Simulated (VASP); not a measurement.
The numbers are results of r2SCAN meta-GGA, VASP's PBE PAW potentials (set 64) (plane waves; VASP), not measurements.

VASP input:

**KPOINTS_OPT**
```
k-points along high-symmetry lines
8
Line-mode
Reciprocal
  0.000000   0.000000   0.000000 ! GAMMA
  0.500000   0.500000   0.500000 ! T

  0.500000   0.500000   0.500000 ! T
  0.757469   0.242531   0.500000 ! H_2

  0.500000  -0.242531   0.242531 ! H_0
  0.500000   0.000000   0.000000 ! L

  0.500000   0.000000   0.000000 ! L
  0.000000   0.000000   0.000000 ! GAMMA

  0.000000   0.000000   0.000000 ! GAMMA
  0.371265  -0.371265   0.000000 ! S_0

  0.628735   0.000000   0.371265 ! S_2
  0.500000   0.000000   0.500000 ! F

  0.500000   0.000000   0.500000 ! F
  0.000000   0.000000   0.000000 ! GAMMA
```

### POSCAR
```
BN
1
    1.2774293037     0.7375237682     2.0861808563
   -1.2774293037     0.7375237682     2.0861808563
    0.0000000000    -1.4750485715     2.0861808567
B N
1 1
Direct
  0.8750023379   0.8750023379   0.8750023383
  0.1249976621   0.1249976621   0.1249976617
```

KPOINTS:
```
Automatic mesh
0
Gamma
14 14 14
0 0 0
```

INCAR:
```
# general
SYSTEM   =  BN
PREC     =  Accurate
ENCUT    =  520   # plane-wave cut-off (eV)
LREAL    =  .FALSE.   # projection in real space or not
LASPH    =  .TRUE.

# electronic loop
EDIFF    =  1E-7   # SCF stop (eV)
NELM     =  100   # most electronic steps
ALGO     =  Normal   # blocked Davidson
LMIXTAU  =  .TRUE.

# smearing
ISMEAR   =  -5

# functional
METAGGA  =  R2SCAN

# ions
ISIF     =  2

# output
LWAVE    =  .FALSE.
LCHARG   =  .FALSE.
LORBIT   =  11
NEDOS    =  601   # DOS grid
```

POTCAR, in this order: B N (PBE.64 set). Program: vasp_std.

Output

OUTCAR:
```
 ion  position               nearest neighbor table
   1  0.875  0.875  0.875-   2 1.56   2 1.56   2 1.56   2 1.56
   2  0.125  0.125  0.125-   1 1.56   1 1.56   1 1.56   1 1.56
  LATTYP: Found a trigonal (rhomboedric) cell.
 ALAT       =     2.5549789627
 COS(alpha) =     0.5000471051
 Subroutine PRICEL returns:
 Original cell was already a primitive cell.
 Subroutine GETGRP returns: Found  6 space group operations
The static configuration has the point symmetry C_3v.
The dynamic configuration has the point symmetry C_3v.
 Subroutine INISYM returns: Found  6 space group operations
 Subroutine IBZKPT returns following result:
 Found    288 irreducible k-points:

 Following reciprocal coordinates:
            Coordinates               Weight
  0.000000  0.000000  0.000000      1.000000
  0.071429 -0.000000 -0.000000      6.000000
  0.142857 -0.000000  0.000000      6.000000
  0.214286  0.000000  0.000000      6.000000
  0.285714  0.000000  0.000000      6.000000
  0.357143  0.000000  0.000000      6.000000
  0.428571  0.000000  0.000000      6.000000
  0.500000  0.000000  0.000000      3.000000
  0.071429  0.071429 -0.000000      6.000000
  0.142857  0.071429  0.000000     12.000000
  0.214286  0.071429  0.000000     12.000000
  0.285714  0.071429  0.000000     12.000000
  0.357143  0.071429  0.000000     12.000000
  0.428571  0.071429  0.000000     12.000000
  0.500000  0.071429  0.000000     12.000000
 -0.428571  0.071429 -0.000000     12.000000
 -0.357143  0.071429 -0.000000     12.000000
 -0.285714  0.071429 -0.000000     12.000000
 -0.214286  0.071429 -0.000000     12.000000
 -0.142857  0.071429 -0.000000     12.000000
 -0.071429  0.071429  0.000000      6.000000
  0.142857  0.142857  0.000000      6.000000
  0.214286  0.142857  0.000000     12.000000
  0.285714  0.142857  0.000000     12.000000
  0.357143  0.142857  0.000000     12.000000
  0.428571  0.142857  0.000000     12.000000
  0.500000  0.142857  0.000000     12.000000
 -0.428571  0.142857  0.000000     12.000000
 -0.357143  0.142857  0.000000     12.000000
 -0.285714  0.142857  0.000000     12.000000
 -0.214286  0.142857 -0.000000     12.000000
 -0.142857  0.142857  0.000000      6.000000
  0.214286  0.214286  0.000000      6.000000
  0.285714  0.214286  0.000000     12.000000
  0.357143  0.214286  0.000000     12.000000
  0.428571  0.214286  0.000000     12.000000
  0.500000  0.214286  0.000000     12.000000
 -0.428571  0.214286  0.000000     12.000000
 -0.357143  0.214286 -0.000000     12.000000
 -0.285714  0.214286  0.000000     12.000000
   k-points           NKPTS =    288   k-points in BZ     NKDIM =    288   number of bands    NBANDS=      8
   number of dos      NEDOS =    601   number of ions     NIONS =      2
   total plane-waves  NPLWV =   8000
   dimension x,y,z NGX =    20 NGY =   20 NGZ =   20
   dimension x,y,z NGXF=    40 NGYF=   40 NGZF=   40
   ions per type =               1   1
   PREC   = accura    normal or accurate (medium, high low for compatibility)
   ISTART =      0    job   : 0-new  1-cont  2-samecut
   ICHARG =      2    charge: 1-file 2-atom 10-const
   ISPIN  =      1    spin polarized calculation?
   LNONCOLLINEAR =      F non collinear calculations
   LSORBIT =      F    spin-orbit coupling
   INIWAV =      1    electr: 0-lowe 1-rand  2-diag
   ENCUT  =  520.0 eV  38.22 Ry    6.18 a.u.   4.75  4.75  4.75*2*pi/ulx,y,z
   NELM   =    100;   NELMIN=  2; NELMDL= -5     # of ELM steps
   EDIFF  = 0.1E-06   stopping-criterion for ELM
   LREAL  =      F    real-space projection
   NLSPLINE    = F    spline interpolate recip. space projectors
...
```

**OSZICAR**
```
       N       E                     dE             d eps       ncg     rms          rms(c)
DAV:   1    -0.116588727323E+00   -0.11659E+00   -0.48778E+03  4808   0.980E+02
DAV:   2    -0.222763357840E+02   -0.22160E+02   -0.21940E+02  6480   0.162E+02
DAV:   3    -0.224172822202E+02   -0.14095E+00   -0.14095E+00  5192   0.156E+01
DAV:   4    -0.224174172323E+02   -0.13501E-03   -0.13501E-03  6688   0.426E-01
DAV:   5    -0.224174172764E+02   -0.44024E-07   -0.44024E-07  4992   0.533E-03    0.662E+00
DAV:   6    -0.189067465916E+02    0.35107E+01   -0.17751E+00  6552   0.110E+01    0.402E+00
DAV:   7    -0.194662895050E+02   -0.55954E+00   -0.12442E+00  5168   0.890E+00    0.165E+00
DAV:   8    -0.181139003988E+02    0.13524E+01   -0.10009E+00  4728   0.830E+00    0.177E+00
DAV:   9    -0.191689471915E+02   -0.10550E+01   -0.22738E-01  4800   0.497E+00    0.434E-01
DAV:  10    -0.191727831299E+02   -0.38359E-02   -0.55383E-02  6120   0.204E+00    0.145E-01
DAV:  11    -0.191689547226E+02    0.38284E-02   -0.41347E-03  4624   0.920E-01    0.703E-02
DAV:  12    -0.191718809981E+02   -0.29263E-02   -0.16154E-03  4608   0.518E-01    0.238E-02
DAV:  13    -0.191717400937E+02    0.14090E-03   -0.82463E-05  4992   0.913E-02    0.909E-03
DAV:  14    -0.191717632728E+02   -0.23179E-04   -0.58823E-06  4928   0.316E-02    0.617E-03
DAV:  15    -0.191717739450E+02   -0.10672E-04   -0.24582E-06  4768   0.202E-02    0.172E-03
DAV:  16    -0.191717742820E+02   -0.33698E-06   -0.37224E-07  6336   0.672E-03    0.852E-04
DAV:  17    -0.191717743345E+02   -0.52474E-07   -0.44735E-08  2304   0.258E-03
   1 F= -.19171774E+02 E0= -.19171774E+02  d E =0.000000E+00
       N       E                     dE             ncg
```

**OUTCAR**
```
------------------------ aborting loop because EDIFF is reached ----------------------------------------
  FORCE on cell =-STRESS in cart. coord.  units (eV):
  Direction    XX          YY          ZZ          XY          YZ          ZX
  --------------------------------------------------------------------------------------
  Total        0.0017530      0.0017530     -0.0030703      0.0000000      0.0000000      0.0000000
  in kB        0.2381696      0.2381695     -0.4171277      0.0000000      0.0000001      0.0000000
  external PRESSURE =       0.0197371 kB  Pullay stress =       0.0000000 kB
  volume of cell :       11.79
      direct lattice vectors                 reciprocal lattice vectors
     1.277429304  0.737523768  2.086180856     0.391411093  0.225981312  0.159781646
    -1.277429304  0.737523768  2.086180856    -0.391411093  0.225981312  0.159781646
     0.000000000 -1.475048571  2.086180857     0.000000000 -0.451962624  0.159781534
  FREE ENERGIE OF THE ION-ELECTRON SYSTEM (eV)
  ---------------------------------------------------
  free  energy   TOTEN  =       -19.1717743345 eV

  energy  without entropy=      -19.1717743345  energy(sigma->0) =      -19.17177433

 total charge

# of ion       s       p       d       tot
------------------------------------------
    1        0.681   1.339   0.000   2.020
    2        1.228   2.790   0.000   4.019
--------------------------------------------------
tot          1.909   4.130   0.000   6.039
```
(Selected blocks of OUTCAR.)

The structure was generated: BN was put into the alpha-GeTe type (R3m), which need not be its known phase. It was relaxed first, which changed the volume by +7 %. The relaxed cell has space group F-43m.
